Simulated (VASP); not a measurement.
Output of a VASP run:

### OUTCAR
```
 ion  position               nearest neighbor table
   1  0.000  0.000  0.334-   5 2.34   6 2.34   5 2.34   6 2.34   4 2.46   4 2.46   4 2.46   4 2.46
  LATTYP: Found a simple tetragonal cell.
 ALAT       =     3.4613064493
 C/A-ratio  =     7.2735042736
 Subroutine PRICEL returns:
 Original cell was already a primitive cell.
 Subroutine GETGRP returns: Found  8 space group operations
The static configuration has the point symmetry C_4v.
The dynamic configuration has the point symmetry C_4v.
 Subroutine INISYM returns: Found  8 space group operations
 Subroutine IBZKPT returns following result:
 Found     15 irreducible k-points:

 Following reciprocal coordinates:
            Coordinates               Weight
  0.000000  0.000000  0.000000      1.000000
  0.125000  0.000000  0.000000      4.000000
  0.250000  0.000000  0.000000      4.000000
  0.375000  0.000000  0.000000      4.000000
  0.500000  0.000000  0.000000      2.000000
  0.125000  0.125000  0.000000      4.000000
  0.250000  0.125000  0.000000      8.000000
  0.375000  0.125000  0.000000      8.000000
  0.500000  0.125000  0.000000      4.000000
  0.250000  0.250000  0.000000      4.000000
  0.375000  0.250000  0.000000      8.000000
  0.500000  0.250000  0.000000      4.000000
  0.375000  0.375000  0.000000      4.000000
  0.500000  0.375000  0.000000      4.000000
  0.500000  0.500000  0.000000      1.000000
   k-points           NKPTS =     15   k-points in BZ     NKDIM =     15   number of bands    NBANDS=     61
   number of dos      NEDOS =    301   number of ions     NIONS =     12
   total plane-waves  NPLWV =  40824
   dimension x,y,z NGX =    18 NGY =   18 NGZ =  126
   dimension x,y,z NGXF=    36 NGYF=   36 NGZF=  252
   ions per type =               3   9
   PREC   = normal    normal or accurate (medium, high low for compatibility)
   ISTART =      1    job   : 0-new  1-cont  2-samecut
   ICHARG =      0    charge: 1-file 2-atom 10-const
   ISPIN  =      1    spin polarized calculation?
   LNONCOLLINEAR =      F non collinear calculations
   LSORBIT =      F    spin-orbit coupling
   INIWAV =      1    electr: 0-lowe 1-rand  2-diag
   ENCUT  =  400.0 eV  29.40 Ry    5.42 a.u.   5.64  5.64 41.06*2*pi/ulx,y,z
   NELM   =    100;   NELMIN=  4; NELMDL=  0     # of ELM steps
   EDIFF  = 0.1E-05   stopping-criterion for ELM
   LREAL  =      F    real-space projection
   NLSPLINE    = F    spline interpolate recip. space projectors
   LMAXMIX     =    4 max onsite mixed and CHGCAR
   VOSKOWN=      0    Vosko Wilk Nusair interpolation
   EDIFFG = 0.1E-04   stopping-criterion for IOM
   NSW    =      0    number of steps for IOM
   NBLOCK =      1;   KBLOCK =      1    inner block; outer block
   IBRION =     -1    ionic relax: 0-MD 1-quasi-New 2-CG
   NFREE  =      0    steps in history (QN), initial steepest desc. (CG)
   ISIF   =      2    stress and relaxation
   ISYM   =      2    0-nonsym 1-usesym 2-fastsym
   TEIN   =    0.0    initial temperature
   TEBEG  =    0.0;   TEEND  =   0.0 temperature during run
   SMASS  =  -3.00    Nose mass-parameter (am)
   PSTRESS=    0.0 pullay stress
   NELECT =     102.0000    total number of electrons
   EFERMI =   0.00;   METHOD = LEGACY
   ISMEAR =     1;   SIGMA  =   0.10  broadening in eV -4-tet -1-fermi 0-gaus
   IALGO  =     38    algorithm
   LDIAG  =      T    sub-space diagonalisation (order eigenvalues)
   IMIX   =      4    mixing-type and parameters
     AMIX     =   0.40;   BMIX     =  1.00
     AMIX_MAG =   1.60;   BMIX_MAG =  1.00
     AMIN     =   0.10
   GGA     = PS    functional components
   VOSKOWN =     0    Vosko Wilk Nusair interpolation
   LHFCALC =     F    Hartree Fock is set to
   LHFONE  =     F    Hartree Fock one center treatment
   AEXX    =    0.0000 exact exchange contribution
   IVDW    =     0    specifies the selected vdW correction
   LEPSILON=     F    determine dielectric tensor
   LRPA    =     F    only Hartree local field effects (RPA)
  energy-cutoff  :      400.00
...
```

File OSZICAR:
```
       N       E                     dE             d eps       ncg     rms          rms(c)
DAV:   1    -0.749338368518E+02   -0.74934E+02   -0.12390E+00  3534   0.783E+00    0.570E+00
DAV:   2    -0.152486362760E+03   -0.77553E+02   -0.24439E+02  3458   0.262E+02    0.813E+01
DAV:   3    -0.759602961707E+02    0.76526E+02   -0.28597E+02  3468   0.981E+01    0.225E+01
DAV:   4    -0.751328836114E+02    0.82741E+00   -0.42997E+01  2693   0.549E+01    0.767E+00
DAV:   5    -0.749536491541E+02    0.17923E+00   -0.44946E+00  2326   0.224E+01    0.420E+00
DAV:   6    -0.748871342232E+02    0.66515E-01   -0.10267E+00  2187   0.144E+01    0.349E+00
DAV:   7    -0.747638466166E+02    0.12329E+00   -0.55570E-01  2334   0.111E+01    0.113E+00
DAV:   8    -0.747643776987E+02   -0.53108E-03   -0.14692E-01  2385   0.522E+00    0.930E-01
DAV:   9    -0.747620596792E+02    0.23180E-02   -0.60791E-02  2074   0.389E+00    0.389E-01
DAV:  10    -0.747639873447E+02   -0.19277E-02   -0.24363E-02  2075   0.212E+00    0.587E-01
DAV:  11    -0.747637640565E+02    0.22329E-03   -0.18762E-03  2102   0.437E-01    0.538E-01
DAV:  12    -0.747626574145E+02    0.11066E-02   -0.10110E-03  2897   0.431E-01    0.399E-01
DAV:  13    -0.747619413749E+02    0.71604E-03   -0.37279E-03  3214   0.759E-01    0.180E-01
DAV:  14    -0.747617462149E+02    0.19516E-03   -0.13964E-03  2762   0.454E-01    0.123E-01
DAV:  15    -0.747617342730E+02    0.11942E-04   -0.27525E-04  2029   0.191E-01    0.750E-02
DAV:  16    -0.747617435675E+02   -0.92945E-05   -0.37517E-05  2164   0.649E-02    0.691E-02
DAV:  17    -0.747617163264E+02    0.27241E-04   -0.41100E-05  2177   0.521E-02    0.451E-02
DAV:  18    -0.747617072671E+02    0.90593E-05   -0.21981E-05  2284   0.517E-02    0.265E-02
DAV:  19    -0.747617098339E+02   -0.25668E-05   -0.16046E-05  1518   0.462E-02    0.299E-02
DAV:  20    -0.747617126115E+02   -0.27777E-05   -0.21361E-05  2247   0.438E-02    0.123E-02
DAV:  21    -0.747617294910E+02   -0.16880E-04   -0.10260E-05  1600   0.421E-02    0.189E-02
DAV:  22    -0.747617611325E+02   -0.31642E-04   -0.15187E-05  2137   0.343E-02    0.198E-02
DAV:  23    -0.747617577302E+02    0.34024E-05   -0.44277E-06  1574   0.331E-02    0.130E-02
DAV:  24    -0.747617641865E+02   -0.64564E-05   -0.29086E-06  1218   0.182E-02    0.591E-03
DAV:  25    -0.747617711858E+02   -0.69993E-05   -0.24923E-06  1223   0.102E-02    0.333E-03
DAV:  26    -0.747617724687E+02   -0.12828E-05   -0.94705E-07  1110   0.862E-03    0.228E-03
DAV:  27    -0.747617734620E+02   -0.99334E-06   -0.23128E-07  1020   0.458E-03
   1 F= -.74761773E+02 E0= -.74763623E+02  d E =0.554793E-02
```

File OUTCAR:
```
------------------------ aborting loop because EDIFF is reached ----------------------------------------
  FORCE on cell =-STRESS in cart. coord.  units (eV):
  Direction    XX          YY          ZZ          XY          YZ          ZX
  --------------------------------------------------------------------------------------
  Total       -3.0686554     -3.0686554     -0.3430499      0.0000000      0.0000000      0.0000000
  in kB      -16.3002719    -16.3002719     -1.8222335      0.0000000      0.0000000      0.0000000
  external PRESSURE =     -11.4742591 kB  Pullay stress =       0.0000000 kB
  volume of cell :      301.62
      direct lattice vectors                 reciprocal lattice vectors
     3.461306449  0.000000000  0.000000000     0.288908253  0.000000000  0.000000000
     0.000000000  3.461306449  0.000000000     0.000000000  0.288908253  0.000000000
     0.000000000  0.000000000 25.175827251     0.000000000  0.000000000  0.039720641
 POSITION                                       TOTAL-FORCE (eV/Angst)
 -----------------------------------------------------------------------------------
      0.00000      0.00000      8.41116         0.000000      0.000000     -0.003608
      0.00000      0.00000     11.80056         0.000000      0.000000     -0.018835
      0.00000      0.00000     15.24286        -0.000000      0.000000     -0.002085
      1.73065      1.73065      8.19849         0.000000     -0.000000     -0.006125
      0.00000      1.73065      9.97886         0.000000     -0.000000      0.003221
      1.73065      0.00000      9.97886         0.000000      0.000000      0.003221
      1.73065      1.73065     11.68862         0.000000      0.000000      0.020424
      0.00000      1.73065     13.45324         0.000000     -0.000000     -0.001644
      1.73065      0.00000     13.45324         0.000000      0.000000     -0.001644
      1.73065      1.73065     15.17116         0.000000      0.000000     -0.004998
      0.00000      1.73065     16.83896         0.000000      0.000000      0.006036
      1.73065      0.00000     16.83896         0.000000      0.000000      0.006036
 -----------------------------------------------------------------------------------
    total drift:                                0.000000      0.000000     -0.013484
  FREE ENERGIE OF THE ION-ELECTRON SYSTEM (eV)
  ---------------------------------------------------
  free  energy   TOTEN  =       -74.7617734620 eV

  energy  without entropy=      -74.7673213914  energy(sigma->0) =      -74.76362277

 total charge

# of ion       s       p       d       tot
------------------------------------------
    1        0.767   0.833   0.000   1.600
    2        0.722   0.849   0.000   1.571
    3        0.728   0.854   0.000   1.582
    4        0.422   0.409   8.455   9.286
    5        0.509   0.626   8.445   9.580
    6        0.509   0.626   8.445   9.580
    7        0.503   0.608   8.439   9.550
    8        0.505   0.617   8.440   9.561
    9        0.505   0.617   8.440   9.561
   10        0.519   0.621   8.447   9.587
   11        0.495   0.428   8.428   9.351
   12        0.495   0.428   8.428   9.351
--------------------------------------------------
tot          6.679   7.516  75.966  90.161
```
(Selected blocks of OUTCAR.)

### POSCAR
```
Ni3Si(100) slab
1
    3.4613064493     0.0000000000     0.0000000000
    0.0000000000     3.4613064493     0.0000000000
    0.0000000000     0.0000000000    25.1758272511
Si Ni
3 9
Direct
  1.0000000000   0.0000000000   0.3340967409
  1.0000000000   0.0000000000   0.4687259385
  1.0000000000   0.0000000000   0.6054563206
  0.5000000000   0.5000000000   0.3256491264
  0.0000000000   0.5000000000   0.3963665569
  0.5000000000   0.0000000000   0.3963665569
  0.5000000000   0.5000000000   0.4642794181
  0.0000000000   0.5000000000   0.5343712139
  0.5000000000   0.0000000000   0.5343712139
  0.5000000000   0.5000000000   0.6026080990
  1.0000000000   0.5000000000   0.6688544074
  0.5000000000   0.0000000000   0.6688544074
```

Problem. Reconstruct the remaining input files.

Solution. One answer among several that fit: the input of the run itself, PBEsol GGA, plane waves, VASP's PBE PAW potentials (set 64).

KPOINTS:
```
Regular mesh
0
G
  8 8 1
0 0 0
```

**INCAR**
```
SYSTEM = Ni3Si(100) slab
PREC = Normal; ENCUT = 400; LREAL = .FALSE.
LASPH = .TRUE.
EDIFF = 1E-6; NELM = 100; NELMIN = 4
ALGO = Normal; LMAXMIX = 4
ISMEAR = 1; SIGMA = 0.1
GGA = PS
LWAVE = .FALSE.; LCHARG = .FALSE.; LORBIT = 11
LVHAR = .TRUE.
DIPOL = 0.5 0.5 0.5
LDIPOL = .TRUE.; IDIPOL = 3
```

POTCAR, in this order: Si Ni (PBE.64 set). Program: vasp_std. Read from the step before: WAVECAR.

The cell is a thin slab with vacuum, built from Ni3Si (L1_2): (100) face. The run is not spin-polarised, so no magnetic state was tried.
